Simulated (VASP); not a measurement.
Output of a VASP run:

File OSZICAR:
```
       N       E                     dE             d eps       ncg     rms          rms(c)
DAV:   1    -0.148325101543E+03   -0.14833E+03   -0.46808E-03  1852   0.261E-01    0.249E-01
DAV:   2    -0.148548481704E+03   -0.22338E+00   -0.99291E-01  1972   0.389E+00    0.363E+00
DAV:   3    -0.148322926015E+03    0.22556E+00   -0.90817E-01  2156   0.361E+00    0.201E-01
DAV:   4    -0.148324121899E+03   -0.11959E-02   -0.20928E-02  1532   0.363E-01    0.104E-01
DAV:   5    -0.148324075523E+03    0.46377E-04   -0.19864E-03  1628   0.194E-01    0.686E-02
DAV:   6    -0.148324006237E+03    0.69286E-04   -0.42312E-04  1636   0.101E-01    0.192E-02
DAV:   7    -0.148324003943E+03    0.22943E-05   -0.44029E-05  1692   0.268E-02    0.129E-02
DAV:   8    -0.148324002285E+03    0.16576E-05   -0.64996E-06  1245   0.112E-02    0.706E-03
DAV:   9    -0.148324002187E+03    0.98227E-07   -0.19884E-06   876   0.691E-03
   1 F= -.14832400E+03 E0= -.14832079E+03  d E =-.963515E-02
```

### OUTCAR
```
------------------------ aborting loop because EDIFF is reached ----------------------------------------
  FORCE on cell =-STRESS in cart. coord.  units (eV):
  Direction    XX          YY          ZZ          XY          YZ          ZX
  --------------------------------------------------------------------------------------
  Total       -8.1450780     -8.1450791     -0.5952424      0.0000000      0.0000000      0.0000000
  in kB      -25.0253835    -25.0253868     -1.8288553      0.0000000      0.0000000      0.0000000
  external PRESSURE =     -17.2932086 kB  Pullay stress =       0.0000000 kB
  volume of cell :      521.46
      direct lattice vectors                 reciprocal lattice vectors
     5.432020454  0.000000000  0.000000000     0.184093563 -0.106286461  0.000000000
     2.716010227  4.704268019  0.000000000     0.000000000  0.212572922  0.000000000
     0.000000000  0.000000000 20.406646165     0.000000000  0.000000000  0.049003643
 POSITION                                       TOTAL-FORCE (eV/Angst)
 -----------------------------------------------------------------------------------
      5.44105      1.56287      7.07321        -0.001527      0.000882      0.001194
      2.70697      1.56287      7.07321         0.001527      0.000882      0.001194
      6.79002      3.92022      7.05467        -0.000000     -0.000000      0.003022
      4.07401      3.93066      7.07321         0.000000     -0.001763      0.001194
      8.14308      4.70141      9.12572        -0.003054     -0.001763      0.015606
      5.43698      4.70141      9.12572         0.003054     -0.001763      0.015606
      6.79003      2.35786      9.12572        -0.000000      0.003526      0.015606
      4.07402      2.35213      9.13395        -0.000000     -0.000000     -0.007368
      5.43728      1.56505     11.27029         0.003963     -0.002288     -0.002309
      2.71074      1.56505     11.27029        -0.003963     -0.002288     -0.002309
      6.79002      3.92022     11.25030        -0.000000     -0.000000     -0.013144
      4.07401      3.92630     11.27029        -0.000000      0.004576     -0.002309
      8.08007      4.66503     13.44786        -0.005397     -0.003116     -0.011684
      5.49998      4.66503     13.44786         0.005397     -0.003116     -0.011684
      6.79003      2.43060     13.44786        -0.000000      0.006232     -0.011684
      4.07402      2.35213     13.31529        -0.000000     -0.000000      0.000938
      1.35801      0.78405     14.46010        -0.000000     -0.000000      0.008131
 -----------------------------------------------------------------------------------
    total drift:                                0.003279      0.001896      0.000659
  FREE ENERGIE OF THE ION-ELECTRON SYSTEM (eV)
  ---------------------------------------------------
  free  energy   TOTEN  =      -148.3240021868 eV

  energy  without entropy=     -148.3143670375  energy(sigma->0) =     -148.32079047

 total charge

# of ion       s       p       d       tot
------------------------------------------
    1        0.612   0.604   6.552   7.767
    2        0.612   0.604   6.552   7.767
    3        0.612   0.598   6.546   7.756
    4        0.612   0.604   6.552   7.767
    5        0.642   0.835   6.598   8.075
    6        0.642   0.835   6.598   8.075
    7        0.642   0.835   6.598   8.075
    8        0.637   0.834   6.586   8.057
    9        0.625   0.802   6.571   7.998
   10        0.625   0.802   6.571   7.998
   11        0.642   0.789   6.625   8.055
   12        0.625   0.802   6.571   7.998
   13        0.626   0.770   6.627   8.023
   14        0.626   0.770   6.627   8.023
   15        0.626   0.770   6.627   8.023
   16        0.598   0.582   6.590   7.770
   17        1.313   2.277   0.000   3.590
--------------------------------------------------
tot         11.316  14.109 105.391 130.816
```
(Selected blocks of OUTCAR.)

File POSCAR:
```
Ru16N
1
    5.4320204539     0.0000000000     0.0000000000
    2.7160102269     4.7042680191     0.0000000000
    0.0000000000     0.0000000000    20.4066461649
Ru N
16 1
Direct
  0.8355509546   0.3322240227   0.3466129188
  0.3322240227   0.3322240227   0.3466129188
  0.8333330000   0.8333330000   0.3457047393
  0.3322240227   0.8355509546   0.3466129188
  0.9993918118   0.9993918118   0.4471934491
  0.5012163764   0.9993918118   0.4471934491
  0.9993918118   0.5012163764   0.4471934491
  0.5000000000   0.5000000000   0.4475967597
  0.8346256110   0.3326866945   0.5522854546
  0.3326866945   0.3326866945   0.5522854546
  0.8333330000   0.8333330000   0.5513057693
  0.3326866945   0.8346256110   0.5522854546
  0.9916597361   0.9916597361   0.6589940311
  0.5166805278   0.9916597361   0.6589940311
  0.9916597361   0.5166805278   0.6589940311
  0.5000000000   0.5000000000   0.6524977390
  0.1666670000   0.1666670000   0.7085974318
```

Reconstruct the remaining input files.

Several could match; the one computed here: the input of the run itself, PBE GGA, plane waves, VASP's PBE PAW potentials (set 64).

### KPOINTS
```
Automatic mesh
0
Gamma
 6 6 1
```

INCAR:
```
SYSTEM = Ru16N
PREC = Normal
ENCUT = 400
EDIFF = 1E-6
NELM = 100
ALGO = Normal
LREAL = .FALSE.
LASPH = .TRUE.
ISMEAR = 1
SIGMA = 0.1
GGA = PE
LMAXMIX = 4
LWAVE = .FALSE.
LCHARG = .FALSE.
NELMIN = 4
LDIPOL = .TRUE.
IDIPOL = 3
DIPOL = 0.5 0.5 0.5
LVHAR = .TRUE.
LORBIT = 11
```

POTCAR, in this order: Ru N (PBE.64 set). Program: vasp_std. Read from the step before: WAVECAR.

At this cut-off the stress carries a Pulay error, which pulls relaxed volumes low.

The cell is a thin slab with vacuum, built from Ru (hcp): (001) face, N adsorbed.
